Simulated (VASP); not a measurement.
Level of theory: RPBE GGA, VASP's PBE PAW potentials (set 64) (plane waves; VASP).

Input for VASP

File KPOINTS:
```
Automatic mesh
0
Gamma
17 17 10
0 0 0
```

POSCAR:
```
Os
1
    1.3820705377    -2.3938160253     0.0000000000
    1.3820705377     2.3938160253     0.0000000000
    0.0000000000     0.0000000000     4.3545879748
Os
2
Direct
  0.3333330000   0.6666670000   0.2500000000
  0.6666670000   0.3333330000   0.7500000000
```

### INCAR
```
# general
SYSTEM =Os
PREC   =Accurate
ENCUT  =520
LREAL  =.FALSE.
LASPH  =.TRUE.

# electronic loop
EDIFF  =1E-7
NELM   =100
ALGO   =Normal
LMAXMIX=6

# smearing
ISMEAR =-5

# functional
GGA    =RP

# ions
ISIF   =2

# output
LWAVE  =.FALSE.
LCHARG =.TRUE.
LORBIT =11
NEDOS  =601
```

POTCAR, in this order: Os (PBE.64 set). Program: vasp_std.

What VASP printed:

### OSZICAR
```
       N       E                     dE             d eps       ncg     rms          rms(c)
DAV:   1     0.104296536835E+03    0.10430E+03   -0.76337E+03  4752   0.128E+03
DAV:   2    -0.148927258652E+02   -0.11919E+03   -0.10766E+03  5008   0.395E+02
DAV:   3    -0.223569682697E+02   -0.74642E+01   -0.68005E+01  5904   0.789E+01
DAV:   4    -0.225672402176E+02   -0.21027E+00   -0.20740E+00  5064   0.138E+01
DAV:   5    -0.225699897839E+02   -0.27496E-02   -0.27401E-02  5564   0.127E+00    0.210E+01
DAV:   6    -0.215197417980E+02    0.10502E+01   -0.11823E+00  5116   0.990E+00    0.957E+00
DAV:   7    -0.212097955045E+02    0.30995E+00   -0.85907E-01  5428   0.838E+00    0.366E-01
DAV:   8    -0.212047993793E+02    0.49961E-02   -0.77112E-03  4892   0.734E-01    0.261E-01
DAV:   9    -0.212027523748E+02    0.20470E-02   -0.13859E-03  5156   0.460E-01    0.527E-02
DAV:  10    -0.212027960516E+02   -0.43677E-04   -0.71309E-05  5236   0.904E-02    0.108E-02
DAV:  11    -0.212027525999E+02    0.43452E-04   -0.72249E-06  4904   0.309E-02    0.118E-03
DAV:  12    -0.212027513751E+02    0.12247E-05   -0.17845E-07  4480   0.511E-03    0.107E-03
DAV:  13    -0.212027508792E+02    0.49589E-06   -0.97914E-09  2512   0.909E-04    0.227E-04
DAV:  14    -0.212027508145E+02    0.64755E-07   -0.22877E-09  2468   0.530E-04
   1 F= -.21202751E+02 E0= -.21202751E+02  d E =0.000000E+00
```

File OUTCAR:
```
------------------------ aborting loop because EDIFF is reached ----------------------------------------
  FORCE on cell =-STRESS in cart. coord.  units (eV):
  Direction    XX          YY          ZZ          XY          YZ          ZX
  --------------------------------------------------------------------------------------
  Total       -0.0270670     -0.0270670      0.0370205     -0.0000000      0.0000000      0.0000000
  in kB       -1.5050568     -1.5050564      2.0585165     -0.0000000      0.0000000      0.0000000
  external PRESSURE =      -0.3171989 kB  Pullay stress =       0.0000000 kB
  volume of cell :       28.81
      direct lattice vectors                 reciprocal lattice vectors
     1.382070538 -2.393816025  0.000000000     0.361776036 -0.208871523  0.000000000
     1.382070538  2.393816025  0.000000000     0.361776036  0.208871523  0.000000000
     0.000000000  0.000000000  4.354587975     0.000000000  0.000000000  0.229642852
 POSITION                                       TOTAL-FORCE (eV/Angst)
 -----------------------------------------------------------------------------------
      1.38207      0.79794      1.08865        -0.000000      0.000000      0.000000
      1.38207     -0.79794      3.26594         0.000000     -0.000000      0.000000
 -----------------------------------------------------------------------------------
    total drift:                                0.000000      0.000025     -0.000020
  FREE ENERGIE OF THE ION-ELECTRON SYSTEM (eV)
  ---------------------------------------------------
  free  energy   TOTEN  =       -21.2027508145 eV

  energy  without entropy=      -21.2027508145  energy(sigma->0) =      -21.20275081

 total charge

# of ion       s       p       d       tot
------------------------------------------
    1        0.650   0.756   5.968   7.374
    2        0.650   0.756   5.968   7.374
--------------------------------------------------
tot          1.300   1.511  11.936  14.748
```
(Selected blocks of OUTCAR.)

For a metal the tetrahedron method with Blöchl corrections gives inexact stress and forces.

The compound is Os in the hcp structure. It was relaxed first.
